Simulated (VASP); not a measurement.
An input for Ansatz (written as the equivalent of a VASP run, and not itself run):

Ansatz 0.2 input:
```yaml
crystal:
  lattice:
    - [2.8725310, 0.0000000, 0.0000000]
    - [0.0000000, 2.8241150, 0.0000000]
    - [0.0000000, 0.0000000, 4.0770390]
  atoms:
    - { symbol: Ti, position: [0.0000000, 0.0000000, 0.0000000] }
    - { symbol: Al, position: [0.5149240, 0.5000000, 0.5000000] }
kpoints:
  mp_grid: { grid: [11, 12, 8] }
hamiltonian:
  xc: pbe
  pseudopotentials: { kind: paw }
scf:
  occupations: { method: methfessel_paxton, width: 0.1 }
  max_iter: 100
output: { forces: true, stress: true, eigenvalues: true }
```

Question: Translate this input to VASP (INCAR, KPOINTS, POSCAR, choice of POTCAR).

Answer: One answer among several that fit: 
**KPOINTS**
```
Automatic mesh
0
Gamma
11 12 8
0 0 0
```

### POSCAR
```
TiAl
2.8725310
  1.0000000000   0.0000000000   0.0000000000
  0.0000000000   0.9831451775   0.0000000000
  0.0000000000   0.0000000000   1.4193194086
Ti Al
1 1
Cart
  0.0000000000   0.0000000000   0.0000000000
  0.5149240000   0.4915725888   0.7096597043
```

INCAR:
```
ISMEAR=1
SYSTEM=TiAl
ENCUT=400
NELM=100   ! most electronic steps
LASPH=.TRUE.
EDIFF=1E-8
ALGO=Normal   ! blocked Davidson
SIGMA=0.1   ! width (eV)
LWAVE=.FALSE.
LMAXMIX=4
PREC=Accurate
LREAL=.FALSE.
GGA=PE
ISIF=2   ! forces and stress, cell fixed
LCHARG=.FALSE.
```

POTCAR, in this order: Ti_sv Al (PBE.64 set). Program: vasp_std.

Limits of the translation: each code has its own PAW files, so the cut-off isn't converted (ENCUT is set for VASP's; basis.ecutwfc is left out, and Ansatz then takes the one that its files recommend); Ansatz stops its SCF on the density residual and VASP on the energy change (EDIFF).

The compound is TiAl in the L1_0 structure. The cell was not relaxed at this level, atoms are displaced from their ideal sites. The run is one of a series of settings (EDIFF = 1E-8 against the base run), some of them coarse on purpose.
